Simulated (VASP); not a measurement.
A VASP calculation is set up with these files.

INCAR:
```
# general
SYSTEM  = TiS2
PREC    = Accurate
ENCUT   = 400
LREAL   = .FALSE.
LASPH   = .TRUE.

# electronic loop
EDIFF   = 1E-6
NELM    = 100
ALGO    = Normal
IMIX    = 1
AMIX    = 0.05
BMIX    = 0.0001
LMAXMIX = 4

# smearing
ISMEAR  = 1
SIGMA   = 0.1

# functional
GGA     = PE

# ions
ISIF    = 2

# output
LWAVE   = .FALSE.
LCHARG  = .FALSE.
```

### KPOINTS
```
Automatic mesh
0
Gamma
  9 9 5
```

File POSCAR:
```
TiS2
1
    1.7050000000    -2.9531470000     0.0000000000
    1.7050000000     2.9531470000     0.0000000000
    0.0000000000     0.0000000000     5.7000000000
Ti S
1 2
Direct
  0.0000000000   0.0000000000   0.0000000000
  0.3333330000   0.6666670000   0.2500000000
  0.6666670000   0.3333330000   0.7500000000
```

POTCAR, in this order: Ti_sv S (PBE.64 set). Program: vasp_std.

Question: Translate this PBE calculation to Ansatz.

Answer: One equivalent input (not run):
Ansatz 0.2 input:
```yaml
crystal:
  lattice:
    - [1.7050000, -2.9531470, 0.0000000]
    - [1.7050000, 2.9531470, 0.0000000]
    - [0.0000000, 0.0000000, 5.7000000]
  atoms:
    - { symbol: Ti, position: [0.0000000, 0.0000000, 0.0000000] }
    - { symbol: S, position: [0.3333330, 0.6666670, 0.2500000] }
    - { symbol: S, position: [0.6666670, 0.3333330, 0.7500000] }
kpoints:
  mp_grid: { grid: [9, 9, 5] }
hamiltonian:
  xc: pbe
  pseudopotentials: { kind: paw }
scf:
  occupations: { method: methfessel_paxton, width: 0.1 }
  max_iter: 100
output: { forces: true, stress: true, eigenvalues: true }
```
Limits of the translation: each code has its own PAW files, so the cut-off isn't converted (ENCUT is set for VASP's; basis.ecutwfc is left out, and Ansatz then takes the one that its files recommend); Ansatz stops its SCF on the density residual and VASP on the energy change (EDIFF).

The compound is TiS2 in the 1T layered structure. The cell was not relaxed at this level. The run is one of a series of settings (AMIX = 0.05, BMIX = 0.0001, IMIX = 1 against the base run), some of them coarse on purpose.
